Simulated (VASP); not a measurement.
Ga2GeSe2:

```
CELL_PARAMETERS angstrom
-2.59076 3.55153 3.74119
2.59076 -3.55153 3.74119
2.59076 3.55153 -3.74119
ATOMIC_POSITIONS crystal
Ga 0.00000 0.50000 0.50000
Ga 0.50000 0.00000 0.50000
Ge 0.00000 0.00000 0.00000
Se 0.31950 0.31950 0.00000
Se 0.68050 0.68050 0.00000
```

The cell was built by a generator and needn't be a form met in nature.

- Program: VASP 6.6.1
- Task: relaxation of cell and atoms
- Functional: PBE
- Potentials or basis: VASP PAW PBE potentials, release 64 (Ga_d, Ge_d, Se)
- Cutoff: 520 eV
- k mesh: 4 × 4 × 4
- Occupations: gaussian, width 0.15 eV
- Spin: no spin polarisation

At the start: pressure 0.9 GPa; volume 27.54 Å³/atom.

Q: Where does the relaxation end?

A: Over 19 steps the energy falls by 302.5 meV/atom and the volume is 21.65 Å³/atom (-21.4 %); space group I4/mmm (No. 139, to 0.05 Å).

Step by step:
| step | energy change (eV) | largest force (eV/Å) | pressure (GPa) | volume (Å³) |
| --- | --- | --- | --- | --- |
| 1 | 0.0000 | 0.1612 | 0.86 | 137.69 |
| 2 | -0.2569 | 0.1658 | -2.06 | 140.42 |
| 3 | -0.3344 | 0.1937 | -4.29 | 142.62 |
| 4 | -0.5590 | 0.0787 | -4.86 | 137.06 |
| 5 | -1.0306 | 0.2444 | -4.77 | 125.95 |
| 6 | -1.0592 | 0.0199 | 3.72 | 103.10 |
| 7 | -1.2857 | 0.3800 | -3.75 | 117.84 |
| 8 | -1.3565 | 0.3560 | -1.49 | 110.30 |
| 9 | -1.3589 | 0.3680 | -2.28 | 113.07 |
| 10 | -1.4680 | 0.3109 | -0.64 | 108.56 |
| 11 | -1.4871 | 0.2720 | 0.82 | 106.22 |
| 12 | -1.4873 | 0.2649 | 1.40 | 106.03 |
| 13 | -1.5057 | 0.2149 | 0.26 | 107.33 |
| 14 | -1.5082 | 0.1607 | -0.50 | 107.90 |
| 15 | -1.5078 | 0.1863 | 0.32 | 107.72 |
| 16 | -1.5081 | 0.1668 | -0.04 | 107.82 |
| 17 | -1.5082 | 0.1643 | 0.09 | 107.86 |
| 18 | -1.5106 | 0.1166 | -0.07 | 107.96 |
| 19 | -1.5123 | 0.0338 | -0.06 | 108.27 |

Final structure:
```xyz
5
Lattice="-2.5528 2.5575 4.1459 2.5528 -2.5575 4.1459 2.5528 2.5575 -4.1459" Properties=species:S:1:pos:R:3 pbc="T T T"
Ga    2.5528    0.0000    0.0000
Ga    0.0000    2.5575    0.0000
Ge    0.0000    0.0000    0.0000
Se    0.0000    0.0000    2.7394
Se    0.0000    0.0000    5.5524
```

Caveat: the k mesh is coarse (spacing up to 0.38 Å⁻¹), so the values aren't converged; the volume moved by over 15 % at a fixed basis, so the end points are rough.
